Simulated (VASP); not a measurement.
# LaB2Rh2C: structure and properties in VASP, part 2 of 2

What structure does LaB2Rh2C take at this level, and what are its properties? The start is a computed cell from the Materials Project.

VASP 6.6.1; LDA; plane waves and PAW (La, B, Rh_pv, C).

Still holding for the runs below: This run has no spin polarisation. Its electron count is odd, so without a moment it is a metal by construction.

So far. Step 4 (Single point with fields (LDA)): In this run the pressure is -0.04 GPa, small enough to go on. Step 5 (Band structure (LDA)): There is no gap at this level. The relaxed cell has a = 3.826, c = 10.206 Å (conventional setting).

## Step 6: Total and projected DOS (LDA) (continued)

The density of states has structure finer than the step of the table below, so its rows give means over 0.5 eV, whole bins alone (the curve runs from -12.0 to 3.27 eV). Peaks (eV: height): total -5.01: 6.02, -4.57: 6.49, -2.60: 6.83, -0.82: 7.29; Rh d -2.60: 4.04, -1.36: 4.44, -0.82: 4.85, -0.65: 4.04; B p -5.01: 0.865, -4.57: 1.02, -3.50: 0.753, 1.94: 0.260; C p -8.39: 0.557, -4.57: 0.424, -2.60: 0.279, -0.56: 0.601.

States under -12.0 eV and over 3.3 eV are left out. Table of density of states by energy, zero at the Fermi level; means over each step; 7 of 10 lines; values in states/eV/cell:

```
energy (eV)  total     Rh d     La f     B p      C p     La d     Rh s
      -11.5   1.44   0.0168  0.00216  0.0876  0.00182   0.0211  0.00949
      -11.0   1.73   0.0211  0.00477   0.104  0.00192   0.0152  0.00954
      -10.5  0.335  0.00410  0.00134  0.0194   2.4e-4  0.00111  0.00149
      -10.0      0        0        0       0        0        0        0
       -9.5      0        0        0       0        0        0        0
       -9.0      0        0        0       0        0        0        0
       -8.5   2.51    0.214  0.00457  0.0415    0.316   0.0348    0.183
       -8.0   1.49    0.174  0.00728  0.0380    0.221   0.0133   0.0329
       -7.5  0.107   0.0194   1.4e-4  0.0128  0.00137  0.00171   0.0228
       -7.0  0.385   0.0894   9.1e-4  0.0479  0.00527  0.00406   0.0662
       -6.5  0.838    0.257  0.00190   0.106  0.00823  0.00530    0.102
       -6.0   1.37    0.401  0.00362   0.185   0.0206  0.00790    0.147
       -5.5   2.46    0.845  0.00553   0.405    0.148   0.0254    0.207
       -5.0   3.76     1.35  0.00818   0.579    0.234   0.0598    0.225
       -4.5   4.81     1.99   0.0143   0.739    0.315    0.117    0.118
       -4.0   3.23     1.61   0.0112   0.431    0.174   0.0656   0.0531
       -3.5   4.65     2.30   0.0216   0.639    0.238    0.102   0.0714
       -3.0   5.21     2.79   0.0265   0.510    0.216    0.136   0.0821
       -2.5   5.37     3.21   0.0334   0.255    0.177    0.159   0.0592
       -2.0   3.41     2.32   0.0236   0.119   0.0695   0.0881   0.0552
       -1.5   5.46     3.83   0.0439   0.179    0.136    0.117   0.0809
       -1.0   6.07     4.00   0.0712   0.126    0.389    0.197   0.0762
       -0.5   5.34     3.00   0.0847   0.131    0.465    0.245   0.0956
        0.0   2.40     1.05   0.0683   0.122    0.199    0.143   0.0391
        0.5   1.09    0.338   0.0553  0.0674   0.0780    0.110   0.0159
        1.0   1.18    0.344   0.0857  0.0683   0.0588    0.159  0.00820
        1.5   2.29    0.630    0.272   0.131   0.0723    0.310  0.00781
        2.0   3.66     1.10    0.614   0.230   0.0862    0.443   0.0182
        2.5   2.82    0.583     1.03   0.162   0.0673    0.259   0.0139
        3.0   8.96    0.657     7.00   0.158   0.0538    0.176   0.0534
```

The finer mesh and the other smearing move the Fermi level by -0.01 eV from the 6×6×6 run, a small shift, which tests the Fermi level alone. Of the states within 0.3 eV of the Fermi level, the largest shares in the PAW spheres are Rh d 45 %, C p 8 % and La d 6 %. The rest lies in smaller channels or between the spheres.

## Step 7: Field gradients at the nuclei (LDA)

Field gradients probe how far the charge around each nucleus departs from cubic symmetry; LASPH keeps the non-spherical terms inside the spheres.

INCAR reads:

```
SYSTEM = LaB2Rh2C
PREC = Accurate
ENCUT = 520
EDIFF = 1E-07
NELM = 100
ISMEAR = 0
SIGMA = 0.05
LREAL = .FALSE.
ALGO = Normal
GGA = CA
NBANDS = 31
LASPH = .TRUE.
LORBIT = 11
LWAVE = .FALSE.
LCHARG = .FALSE.
KPAR = 4
LEFG = .TRUE.
```

POSCAR reads:

```
LaB2Rh2C
1.0
    0.0000000000     -3.8261483808      0.0000000000
   -3.8261483808      0.0000000000      0.0000000000
    1.9130741904     -1.9130741904     -5.1029396396
La B Rh C
1 2 2 1
Direct
    0.0000000000      0.0000000000      0.0000000000
    0.3538589488      0.6461410512      0.2922821024
    0.6461410512      0.3538589488      0.7077178976
    0.2500000000      0.2500000000      0.5000000000
    0.7500000000      0.7500000000      0.5000000000
    0.5000000000      0.5000000000      0.0000000000
```

KPOINTS reads:

```
Automatic mesh
0
Gamma
6 6 6
0 0 0
```

The projector-augmented-wave data sets are La, B, Rh_pv and C (LDA family, release 64).

The run is started by

```console
$ mpirun -np 4 vasp_std
```

It took 28 s on 4 MPI ranks of AMD EPYC 7R43, shared host; peak memory 0.73 GiB; 1.8 min of CPU time.

This step gave:

* bands: 31
* irreducible k-points: 30
* free energy (TOTEN): -51.6441 eV
* Fermi energy: 9.717 eV
* pressure: -0.01074 GPa

Electric field gradients, by row:

```
atom  Vxx (V/Å²)  Vyy (V/Å²)  Vzz (V/Å²)  asymmetry
 La1       -16.5       -16.5       32.99          0
  B2       8.999       8.999         -18          0
  B3       8.999       8.999         -18          0
 Rh4      -73.63      -73.63       147.3          0
 Rh5      -73.63      -73.63       147.3          0
  C6       17.07       17.07      -34.14          0
```

The largest gradient, 147.26 V/Å², sits on Rh4 and like sites; the stable nuclei of Rh have no quadrupole moment in their ground state, so NMR and NQR don't see it.

## Step 8: Band structure (LDA), changed input

Levels along the symmetry lines show where the bands peak and cross; KPOINTS_OPT computes them in the converged potential. Some settings are moved from the usual, to see what they do.

INCAR reads:

```
SYSTEM = LaB2Rh2C
PREC = Accurate
ENCUT = 520
EDIFF = 1E-06
NELM = 100
ISMEAR = 0
SIGMA = 0.05
LREAL = .FALSE.
ALGO = Normal
GGA = CA
NBANDS = 49
LASPH = .TRUE.
LORBIT = 11
LWAVE = .FALSE.
LCHARG = .FALSE.
KPAR = 4
NELECT = 51.5
ISYM = 3
```

POSCAR is that of step 7.

KPOINTS is that of step 7.

KPOINTS_OPT reads:

```
Line mode
16
Line-mode
Reciprocal
  0.00000000   0.00000000   0.00000000 GAMMA
  0.50000000  -0.50000000   0.50000000 X

  0.50000000  -0.50000000   0.50000000 X
  0.57027369  -0.42972631   0.50000000 Y

  0.57027369  -0.42972631   0.50000000 Y
  0.57027369   0.00000000   0.28513685 S

  0.57027369   0.00000000   0.28513685 S
  0.00000000   0.00000000   0.00000000 GAMMA

  0.00000000   0.00000000   0.00000000 GAMMA
  0.00000000   0.00000000  -0.50000000 Z

  0.00000000   0.00000000  -0.50000000 Z
  0.42972631   0.00000000  -0.28513685 S1

  0.42972631   0.00000000  -0.28513685 S1
  0.50000000   0.00000000   0.00000000 N

  0.50000000   0.00000000   0.00000000 N
  0.50000000  -0.50000000   0.25000000 P

  0.50000000  -0.50000000   0.25000000 P
  0.42972631  -0.42972631  -0.07027369 Y1

  0.42972631  -0.42972631  -0.07027369 Y1
  0.00000000   0.00000000  -0.50000000 Z

  0.50000000  -0.50000000   0.50000000 X
  0.50000000  -0.50000000   0.25000000 P
```

The run is started by

```console
$ mpirun -np 4 vasp_std
```

Wall time 14 s (4 MPI ranks).

The run ended with an error.

VASP's message: “internal error in CHECK_FULL_KPOINTS: KPOINTS_FULL not properly initialised”. No number of this run is used.

ISYM = 3 is meant for hybrids and fails here together with this job; the default ISYM avoids it.

NELECT differs from the neutral count, so the cell is charged against a uniform background: another system, not a numerical setting.

## Step 9: Summary of results

```json
{"relaxed volume": "12.45 Å³/atom", "relaxed conventional cell a, b, c": "3.826, 3.826, 10.206 Å", "space group after relaxing, within 0.02 Å": "I4/mmm (No. 139)", "band gap": "none, a metal", "DOS at the Fermi level": "2.33 states/eV/cell", "largest field gradient Vzz": "147.26 V/Å² on Rh4"}
```

What this shows: With LDA, LaB2Rh2C relaxes to 12.45 Å³/atom in space group I4/mmm (held by the symmetry of the run) and comes out as a metal. Not obtained: band structure (LDA), changed input, because the run crashed. Band structure (LDA): Of the bands kept, 4 cross the Fermi level on this path. Spin-orbit coupling is left out, and with elements this heavy it would split and shift bands near the Fermi level. The k-sampling is coarse for a metal, so the Fermi level, pressures and the shape of the cell carry errors. With an odd electron count and no spin the cell is a metal by construction. No search among competing phases was made, and a listed structure need not be the one stable at ambient conditions. All values are for a static lattice at zero temperature.

[Lines on the potential files, build, host, timing and source positions are cut from VASP's logs without a mark.]

[Logs are printed without paths, hosts, clocks, repeated set-up lines and the standing remarks that a program may print on its own settings, such as how far it seeks lower states.]

[Hosts, paths, dates, database ids (printed as entryN), source tags and the programs' standing remarks are cut or masked in the printed files.]

[A measured line is paired with the nearest computed mode of its activity, which favours agreement.]
